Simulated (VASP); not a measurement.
# KP2 (P-3m1) in VASP: equation of state

How stiff is KP2 in PBE, and what volume does it want? The cell is scaled to several volumes.

Program: VASP 6.6.1. These are calculated values, not measurements. Logs are shortened: lines on timing, memory, paths and dates and some standing lists are left out, and cuts for length are marked.

## Step 1: The crystal as given

Symmetry: P-3m1, No. 164, trigonal system. The conventional cell has a = 3.811 Å, b = 3.811 Å, c = 5.521 Å, α = 90.00°, β = 90.00°, γ = 120.00°. K (site symmetry -3m) has 6 P at 3.23 Å as nearest neighbours. P (site symmetry 3m) is surrounded by 3 P at 2.34 Å.

The cell was built by a generator and needn't be a form met in nature.

## Step 2: Equation of state, PBE, 21.76 Å³/atom (volume scaled by 0.94)

INCAR reads:

```
PREC = Accurate
ENCUT = 520
EDIFF = 1E-7
ISMEAR = -1
SIGMA = 0.05
LREAL = False
LASPH = True
NELM = 60
ALGO = Normal
ISIF = 2
LWAVE = False
LCHARG = False
GGA = PE
NBANDS = 16
```

KPOINTS reads:

```
regular mesh
0
Gamma
  8 8 5
```

POSCAR reads:

```
KP2
1.0
    3.7336630658      0.0000000000      0.0000000000
   -1.8668364308      3.2334472152      0.0000000000
    0.0000000000      0.0000000000      5.4081577642
K P
1 2
Direct
    0.0000000000      0.0000000000      0.5000000000
    0.3333300000      0.6666700000      0.9286800000
    0.6666700000      0.3333300000      0.0713200000
```

Potentials or basis: VASP PAW PBE potentials, release 64 (K_sv, P).

Command:

```
cat potpaw_PBE.64/K_sv/POTCAR potpaw_PBE.64/P/POTCAR > POTCAR
mpirun -np 1 vasp_std > vasp.out
```

OUTCAR:

```text
PREC = Accurate
   ENCUT = 520
   EDIFF = 1E-7
   ISMEAR = -1
   LREAL = False
   LASPH = True
   NELM = 60
   ISIF = 2
   GGA = PE

 Found     93 irreducible k-points:

 Following reciprocal coordinates:
            Coordinates               Weight
  0.000000  0.000000  0.000000      1.000000
  0.125000  0.000000  0.000000      4.000000
 -0.125000  0.125000  0.000000      2.000000
  0.250000  0.000000  0.000000      4.000000
 -0.250000  0.250000  0.000000      2.000000
  0.375000  0.000000  0.000000      4.000000
   k-points           NKPTS =     93   k-points in BZ     NKDIM =     93   number of bands    NBANDS=     16
   number of dos      NEDOS =    301   number of ions     NIONS =      3
   total plane-waves  NPLWV =  31360
   dimension x,y,z NGX =    28 NGY =   28 NGZ =   40
   dimension x,y,z NGXF=    56 NGYF=   56 NGZF=   80
   ions per type =               1   2
   NGX,Y,Z   is equivalent  to a cutoff of  12.47, 12.47, 12.30 a.u.
   NGXF,Y,Z  is equivalent  to a cutoff of  24.93, 24.93, 24.59 a.u.
 SYSTEM =  unknown system
   PREC   = accura    normal or accurate (medium, high low for compatibility)
   ISTART =      0    job   : 0-new  1-cont  2-samecut
   ICHARG =      2    charge: 1-file 2-atom 10-const
   ISPIN  =      1    spin polarized calculation?
   LNONCOLLINEAR =      F non collinear calculations
   LSORBIT =      F    spin-orbit coupling
   LASPH  =      T    aspherical Exc in radial PAW
   ENCUT  =  520.0 eV  38.22 Ry    6.18 a.u.   6.94  6.94 10.06*2*pi/ulx,y,z
   NELM   =     60;   NELMIN=  2; NELMDL= -5     # of ELM steps
   EDIFF  = 0.1E-06   stopping-criterion for ELM
   LREAL  =      F    real-space projection
   EDIFFG = 0.1E-05   stopping-criterion for IOM
   NSW    =      0    number of steps for IOM
   IBRION =     -1    ionic relax: 0-MD 1-quasi-New 2-CG
   NFREE  =      0    steps in history (QN), initial steepest desc. (CG)
   ISIF   =      2    stress and relaxation
   ISYM   =      2    0-nonsym 1-usesym 2-fastsym
   POTIM  = 0.5000    time-step for ionic-motion
   TEBEG  =    0.0;   TEEND  =   0.0 temperature during run
   PSTRESS=    0.0 pullay stress
   NELECT =      19.0000    total number of electrons
   NUPDOWN=      -1.0000    fix difference up-down
   EMIN   =  10.00;   EMAX   =-10.00  energy-range for DOS
   EFERMI =   0.00;   METHOD = LEGACY
   ISMEAR =    -1;   SIGMA  =   0.05  broadening in eV -4-tet -1-fermi 0-gaus
   EFERMI_NEDOS =   21; number of points for ismear=-14 and -15
   IALGO  =     38    algorithm
   IMIX   =      4    mixing-type and parameters
     AMIX     =   0.40;   BMIX     =  1.00
     AMIX_MAG =   1.60;   BMIX_MAG =  1.00
  volume/ion in A,a.u.               =      21.76       146.87
  Fermi-wavevector in a.u.,A,eV,Ry     =   1.084866  2.050099 16.013151  1.176933
  Thomas-Fermi vector in A             =   2.220966
   LORBIT       =      0    0 simple, 1 ext, 2 COOP (PROOUT), +10 PAW based schemes
   GGA     = PE    functional components
   LHFCALC =     F    Hartree Fock is set to
   AEXX    =    0.0000 exact exchange contribution
   IVDW    =     0    specifies the selected vdW correction
   LEPSILON=     F    determine dielectric tensor
   LRPA    =     F    only Hartree local field effects (RPA)
 non-spin polarized calculation
  energy-cutoff  :      520.00
  volume of cell :       65.29
 maximum number of plane-waves:      1771
   NGX = 13   NGY = 13   NGZ = 21

 number of electron      19.0000003 magnetization

 Free energy of the ion-electron system (eV)
  ---------------------------------------------------
  ext. energy  EPLUGINS =         0.00000000
  ---------------------------------------------------
  free energy    TOTEN  =       -11.98697126 eV

  energy without entropy =      -11.96881646  energy(sigma->0) =      -11.97789386

 E-fermi :   5.1431     XC(G=0):  -9.2781

 val. band max:        5.0972266350   @ k =  -0.1250   0.5000   0.2000
 cond. band min:       5.1531526650   @ k =   0.5000   0.3750   0.4000
 fundamental gap:      0.0559260301
 Fermi energy:         5.1430526444

 k-point     1 :       0.0000    0.0000    0.0000
  band No.  band energies     occupation
      1     -26.1215      2.00000
      2      -9.7521      2.00000
      3      -9.6379      2.00000
      4      -9.4522      2.00000
      5      -9.4522      2.00000
      6      -1.2895      2.00000
[... 8 lines left out ...]
     15      10.7322      0.00000
     16      10.7991      0.00000

 k-point     2 :       0.1250    0.0000    0.0000
  band No.  band energies     occupation
      1     -26.1138      2.00000
      2      -9.7306      2.00000
      3      -9.6694      2.00000
      4      -9.4683      2.00000
      5      -9.3056      2.00000
      6      -1.6503      2.00000
[... 8 lines left out ...]
     15      10.7034      0.00000
     16      10.9575      0.00000

 k-point     3 :      -0.1250    0.1250    0.0000
  band No.  band energies     occupation
      1     -26.1138      2.00000
      2      -9.7306      2.00000
      3      -9.6694      2.00000
      4      -9.4683      2.00000
      5      -9.3056      2.00000
      6      -1.6503      2.00000
[... 8 lines left out ...]
     15      10.7034      0.00000
     16      10.9574      0.00000

 k-point     4 :       0.2500    0.0000    0.0000
  band No.  band energies     occupation
      1     -26.0949      2.00000
      2      -9.8132      2.00000
      3      -9.6773      2.00000
      4      -9.5067      2.00000
      5      -8.7854      2.00000
      6      -3.0106      2.00000
[... 8 lines left out ...]
     15      10.5016      0.00000
     16      11.1796      0.00000

 k-point     5 :      -0.2500    0.2500    0.0000
  band No.  band energies     occupation
      1     -26.0949      2.00000
      2      -9.8132      2.00000
      3      -9.6773      2.00000
      4      -9.5067      2.00000
      5      -8.7854      2.00000
      6      -3.0104      2.00000
[... 8 lines left out ...]
     15      10.5016      0.00000
     16      11.1796      0.00000

 k-point     6 :       0.3750    0.0000    0.0000
  band No.  band energies     occupation
      1     -26.0759      2.00000
      2      -9.9614      2.00000
      3      -9.6240      2.00000
      4      -9.5447      2.00000
      5      -7.9642      2.00000
      6      -4.6279      2.00000
[... 8 lines left out ...]
     15      11.6258      0.00000
     16      11.9922      0.00000

 [... further k-points ...]

------------------------ aborting loop because EDIFF is reached ----------------------------------------

  FORCE on cell =-STRESS in cart. coord.  units (eV):
  Direction    XX          YY          ZZ          XY          YZ          ZX
  --------------------------------------------------------------------------------------
  -------------------------------------------------------------------------------------
  Total        2.3704515      2.3706566      2.0255089      0.0001738     -0.0000810      0.0001403
  in kB       58.1689745     58.1740066     49.7043595      0.0042651     -0.0019878      0.0034432
  external PRESSURE =      55.3491135 kB  Pullay stress =       0.0000000 kB

 VOLUME and BASIS-vectors are now :
 -----------------------------------------------------------------------------
  energy-cutoff  :      520.00
  volume of cell :       65.29
      direct lattice vectors                 reciprocal lattice vectors
     3.733663066  0.000000000  0.000000000     0.267833487  0.154634135  0.000000000
    -1.866836431  3.233447215  0.000000000     0.000000000  0.309267458  0.000000000
     0.000000000  0.000000000  5.408157764     0.000000000  0.000000000  0.184905848

 POSITION                                       TOTAL-FORCE (eV/Angst)
 -----------------------------------------------------------------------------------
      0.00000      0.00000      2.70408         0.000000      0.000000      0.000000
     -0.00002      2.15564      5.02245        -0.000068      0.000040     -0.259534
      1.86685      1.07780      0.38571         0.000068     -0.000040      0.259534
 -----------------------------------------------------------------------------------
    total drift:                                0.000000      0.000000      0.000000

  FREE ENERGIE OF THE ION-ELECTRON SYSTEM (eV)
  ---------------------------------------------------
  free  energy   TOTEN  =       -11.9869712609 eV

  energy  without entropy=      -11.9688164563  energy(sigma->0) =      -11.97789386
```

It took 96 s on 1 thread of AMD EPYC 7R13 (Zen 3), shared host; peak memory 0.21 GiB.

What came out:

| Item | Value |
| --- | --- |
| Free energy | -11.9870 eV |
| Pressure | 5.5 GPa |
| Largest force | 0.260 eV/Å |
| Band gap on the k mesh | none (metal or under the smearing width) |

## Step 3: Equation of state, PBE, 22.23 Å³/atom (volume scaled by 0.96)

INCAR reads:

```
SYSTEM = KP2
PREC = Accurate
ENCUT = 520
EDIFF = 1E-7
ISMEAR = -1
SIGMA = 0.05
LREAL = .False.
LASPH = .True.
NELM = 80
ALGO = Normal
ISIF = 2
LWAVE = .False.
LCHARG = .False.
GGA = PE
NBANDS = 16
```

KPOINTS reads:

```
regular mesh
0
Gamma
  8 8 5
  0 0 0
```

POSCAR reads:

```
KP2
1.0
    3.7599573340      0.0000000000      0.0000000000
   -1.8799835994      3.2562187205      0.0000000000
    0.0000000000      0.0000000000      5.4462446371
K P
1 2
Direct
    0.0000000000      0.0000000000      0.5000000000
    0.3333300000      0.6666700000      0.9286800000
    0.6666700000      0.3333300000      0.0713200000
```

Potentials or basis: VASP PAW PBE potentials, release 64 (K_sv, P).

Command:

```
cat potpaw_PBE.64/K_sv/POTCAR potpaw_PBE.64/P/POTCAR > POTCAR
mpirun -np 1 vasp_std > vasp.out
```

It took 98 s on 1 thread of AMD EPYC 7R13 (Zen 3), shared host; peak memory 0.2 GiB.

It converged, with:

```yaml
Free_energy: -12.0304 eV
Pressure: 4.4 GPa
Largest_force: 0.203 eV/Å
Band_gap_on_the_k_mesh: none (metal or under the smearing width)
```

## Step 4: Equation of state, PBE, 22.69 Å³/atom (volume scaled by 0.98)

INCAR reads:

```
PREC = Accurate
ENCUT = 520
EDIFF = 1E-7
ISMEAR = -1
SIGMA = 0.05
LREAL = F
LASPH = T
NELM = 80
ALGO = Normal
ISIF = 2
LWAVE = F
LCHARG = F
GGA = PE
NBANDS = 16
```

KPOINTS reads:

```
Automatic mesh
0
Gamma
  8 8 5
```

POSCAR reads:

```
KP2
1.0
    3.7858888937      0.0000000000      0.0000000000
   -1.8929494133      3.2786761110      0.0000000000
    0.0000000000      0.0000000000      5.4838061319
K P
1 2
Direct
    0.0000000000      0.0000000000      0.5000000000
    0.3333300000      0.6666700000      0.9286800000
    0.6666700000      0.3333300000      0.0713200000
```

Command:

```
cat potpaw_PBE.64/K_sv/POTCAR potpaw_PBE.64/P/POTCAR > POTCAR
mpirun -np 1 vasp_std > vasp.out
```

Wall time 100 s (1 thread of AMD EPYC 7R13 (Zen 3), shared host); peak memory 0.2 GiB.

The run converged. Its results:

- Free energy: -12.0647 eV
- Pressure: 3.4 GPa
- Largest force: 0.146 eV/Å
- Band gap on the k mesh: none (metal or under the smearing width)

## Step 5: Equation of state, PBE, 23.62 Å³/atom (volume scaled by 1.02)

INCAR, as its differences from that of step 4:

```diff
@@ -7,3 +7,3 @@
 LASPH = T
-NELM = 80
+NELM = 100
 ALGO = Normal
```

KPOINTS reads:

```
regular mesh
0
Gamma
  8 8 5
```

POSCAR reads:

```
KP2
1.0
    3.8367122588      0.0000000000      0.0000000000
   -1.9183611625      3.3226904384      0.0000000000
    0.0000000000      0.0000000000      5.5574230523
K P
1 2
Direct
    0.0000000000      0.0000000000      0.5000000000
    0.3333300000      0.6666700000      0.9286800000
    0.6666700000      0.3333300000      0.0713200000
```

Command:

```
cat potpaw_PBE.64/K_sv/POTCAR potpaw_PBE.64/P/POTCAR > POTCAR
mpirun -np 1 vasp_std > vasp.out
```

Wall time 2.1 min (1 thread of AMD EPYC 7R13 (Zen 3), shared host); peak memory 0.21 GiB.

The run converged. Its results:

```yaml
Free_energy: -12.1096 eV
Pressure: 1.7 GPa
Largest_force: 0.034 eV/Å
Band_gap_on_the_k_mesh: none (metal or under the smearing width)
```

## Step 6: Equation of state, PBE, 24.08 Å³/atom (volume scaled by 1.04)

INCAR reads:

```
SYSTEM = KP2
PREC = Accurate
ENCUT = 520
EDIFF = 1E-7
ISMEAR = -1
SIGMA = 0.05
LREAL = .FALSE.
LASPH = .TRUE.
NELM = 100
ALGO = Normal
ISIF = 2
LWAVE = .FALSE.
LCHARG = .FALSE.
GGA = PE
NBANDS = 16
```

KPOINTS reads:

```
regular mesh
0
G
  8 8 5
  0 0 0
```

POSCAR reads:

```
KP2
1.0
    3.8616266729      0.0000000000      0.0000000000
   -1.9308184022      3.3442669549      0.0000000000
    0.0000000000      0.0000000000      5.5935112262
K P
1 2
Direct
    0.0000000000      0.0000000000      0.5000000000
    0.3333300000      0.6666700000      0.9286800000
    0.6666700000      0.3333300000      0.0713200000
```

Potentials or basis: VASP PAW PBE potentials, release 64 (K_sv, P).

Command:

```
cat potpaw_PBE.64/K_sv/POTCAR potpaw_PBE.64/P/POTCAR > POTCAR
mpirun -np 1 vasp_std > vasp.out
```

Run time: 1.8 min. Hardware: 1 thread of AMD EPYC 7R13 (Zen 3), shared host; peak memory 0.22 GiB.

Results (log left out):

* Free energy: -12.1215 eV
* Pressure: 1.0 GPa
* Largest force: 0.020 eV/Å
* Band gap on the k mesh: none (metal or under the smearing width)

## Step 7: Equation of state, PBE, 24.54 Å³/atom (volume scaled by 1.06)

INCAR reads:

```
  PREC = Accurate
  ENCUT = 520
  EDIFF = 1E-7
  ISMEAR = -1
  SIGMA = 0.05
  LREAL = False
  LASPH = True
  NELM = 80
  ALGO = Normal
  ISIF = 2
  LWAVE = False
  LCHARG = False
  GGA = PE
  NBANDS = 16
```

KPOINTS reads:

```
regular mesh
0
Gamma
  8 8 5
```

POSCAR reads:

```
KP2
1.0
    3.8862236843      0.0000000000      0.0000000000
   -1.9431169402      3.3655685926      0.0000000000
    0.0000000000      0.0000000000      5.6291396468
K P
1 2
Direct
    0.0000000000      0.0000000000      0.5000000000
    0.3333300000      0.6666700000      0.9286800000
    0.6666700000      0.3333300000      0.0713200000
```

Command:

```
cat potpaw_PBE.64/K_sv/POTCAR potpaw_PBE.64/P/POTCAR > POTCAR
mpirun -np 1 vasp_std > vasp.out
```

Run time: 2.1 min. Hardware: 1 thread of AMD EPYC 7R13 (Zen 3), shared host; peak memory 0.22 GiB.

It converged, with:

```yaml
Free_energy: -12.1269 eV
Pressure: 0.2 GPa
Largest_force: 0.072 eV/Å
Band_gap_on_the_k_mesh: none (metal or under the smearing width)
```

## Step 8: Equation of state, PBE

Potentials or basis: VASP PAW PBE potentials, release 64 (K_sv, P).

No new run: the results of the series are fitted here.

Results:

* Equilibrium volume: 24.74 Å³/atom (rough: see the caveat)
* Bulk modulus at fixed shape and positions: 35 GPa (rough)

Energy against volume, from the lowest point:
| volume (Å³/atom) | energy (meV/atom) |
| --- | --- |
| 21.764 | 46.64 |
| 22.227 | 32.18 |
| 22.690 | 20.73 |
| 23.153 | 12.00 |
| 23.616 | 5.76 |
| 24.079 | 1.80 |
| 24.542 | 0.00 |

Caveat: the minimum lies outside the volumes run; the cell was scaled at fixed shape and fractional positions, which overstates the stiffness of a crystal with free parameters, most of all of layers and chains.
